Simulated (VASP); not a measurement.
Wanted: the native input for a VASP 6.6.1 run.

| Item | Value |
| --- | --- |
| Task | relaxation of cell and atoms |
| Functional | PBE |
| Potentials or basis | VASP PAW PBE potentials, release 64 (Nb_sv, P) |
| Cutoff | 520 eV |
| k mesh | 4 × 4 × 4 |
| Occupations | gaussian, width 0.1 eV |
| Spin | no spin polarisation |
| Further INCAR settings | ALGO = Normal; EDIFF = 1e-07; IBRION = 2; EDIFFG = -0.002; NSW = 80; ISIF = 3 |

The structure of NbP lies in POSCAR:

```
NbP                                     
1.0
   -1.6674015150      1.6674015150      5.7689206589
    1.6674015150     -1.6674015150      5.7689206589
    1.6674015150      1.6674015150     -5.7689206589
  Nb              P             
     2     2
Direct
     0.7497103291211537    0.7497103291211537    0.0000000000000000
     0.4997103291211539    0.9997103291211537    0.5000000000000000
     0.3329182408788433    0.3329182408788433    0.0000000000000000
     0.0829182508788442    0.5829182508788443    0.5000000000000000
```

The cell is a database's computed one.

One way to write it, as run:

INCAR

```
SYSTEM = NbP
  ALGO = Normal
  EDIFF = 1E-7
  EDIFFG = -0.002
  ENCUT = 520
  GGA = PE
  IBRION = 2
  ISIF = 3
  ISMEAR = 0
  KPAR = 4
  LASPH = .TRUE.
  LCHARG = .FALSE.
  LREAL = .FALSE.
  LWAVE = .FALSE.
  NELM = 60
  NSW = 80
  PREC = Accurate
  SIGMA = 0.1
```

KPOINTS

```
k-points
0
G
  4 4 4
  0 0 0
```

Potentials or basis: VASP PAW PBE potentials, release 64 (Nb_sv, P).

The run is started by

```bash
$ cat potpaw_PBE.64/Nb_sv/POTCAR potpaw_PBE.64/P/POTCAR > POTCAR
$ mpirun -np 4 vasp_std > vasp.out
```

Results of the run:

```
Pressure after relaxing : 0.0 GPa
Band gap on the k mesh  : none (metal or under the smearing width)
```

Caveat: the k mesh is coarse (spacing up to 0.67 Å⁻¹), so the values aren't converged; the relaxation stopped at its first step, so nothing moved.

Run time: 22 s on 4 MPI ranks on Intel(R) Xeon(R) Platinum 8488C (Sapphire Rapids), on a shared host, peak memory 0.31 GiB a rank.
